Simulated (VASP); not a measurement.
A convergence study with VASP on GaN (zinc blende): one setting is varied, all else stays as given below, so the limit is that of these other settings.

```
CELL_PARAMETERS angstrom
      0.00000     2.26000     2.26000
      2.26000     0.00000     2.26000
      2.26000     2.26000     0.00000
ATOMIC_POSITIONS crystal
  Ga 0.00000 0.00000 0.00000
  N  0.25000 0.25000 0.25000
```

Computed with PBE GGA, VASP's PBE PAW potentials (set 64) (plane waves; VASP 6.6.1). The tightest run used: 700 eV cut-off, 19×19×19 Γ-centred mesh, Gaussian smearing of 0.050 eV, potentials Ga_d N.

### Question
The settings run are 1×1×1 mesh; 2×2×2 mesh; 3×3×3 mesh; 4×4×4 mesh; 6×6×6 mesh; 7×7×7 mesh; 8×8×8 mesh; 9×9×9 mesh; 10×10×10 mesh; 12×12×12 mesh; 13×13×13 mesh; 14×14×14 mesh; 15×15×15 mesh; 16×16×16 mesh; 18×18×18 mesh; 19×19×19 mesh. From which on does the energy per atom stay within 0.01 eV/atom of the tightest run?

### Answer
From 6×6×6 mesh on: it is off by 0.0023 there and by no more than 0.01 in any finer run, while 4×4×4 mesh is off by 0.0319.
| setting | E (eV/atom) | pressure (GPa) | irreducible k-points | difference judged (eV/atom) |
|---|---|---|---|---|
| 1×1×1 mesh | 2.0815 | 60.58 | 1 | 8.1583 |
| 2×2×2 mesh | -5.2177 | 6.72 | 3 | 0.8591 |
| 3×3×3 mesh | -5.9290 | 3.61 | 4 | 0.1478 |
| 4×4×4 mesh | -6.0449 | 3.24 | 8 | 0.0319 |
| 6×6×6 mesh | -6.0745 | 3.27 | 16 | 0.0023 |
| 7×7×7 mesh | -6.0760 | 3.30 | 20 | 0.0008 |
| 8×8×8 mesh | -6.0765 | 3.31 | 29 | 0.0003 |
| 9×9×9 mesh | -6.0767 | 3.32 | 35 | 0.0001 |
| 10×10×10 mesh | -6.0767 | 3.32 | 47 | 0.0000 |
| 12×12×12 mesh | -6.0768 | 3.32 | 72 | 0.0000 |
| 13×13×13 mesh | -6.0768 | 3.32 | 84 | 0.0000 |
| 14×14×14 mesh | -6.0768 | 3.32 | 104 | 0.0000 |
| 15×15×15 mesh | -6.0768 | 3.32 | 120 | 0.0000 |
| 16×16×16 mesh | -6.0768 | 3.32 | 145 | 0.0000 |
| 18×18×18 mesh | -6.0768 | 3.32 | 195 | 0.0000 |
| 19×19×19 mesh | -6.0768 | 3.32 | 220 | 0.0000 |

Left out are rungs that failed or repeat a setting and relaxations that didn't move; long series are thinned to 24 rows.

The compound is GaN in the zinc blende structure, a metastable form; wurtzite is the usual one. The cell was not relaxed at this level.
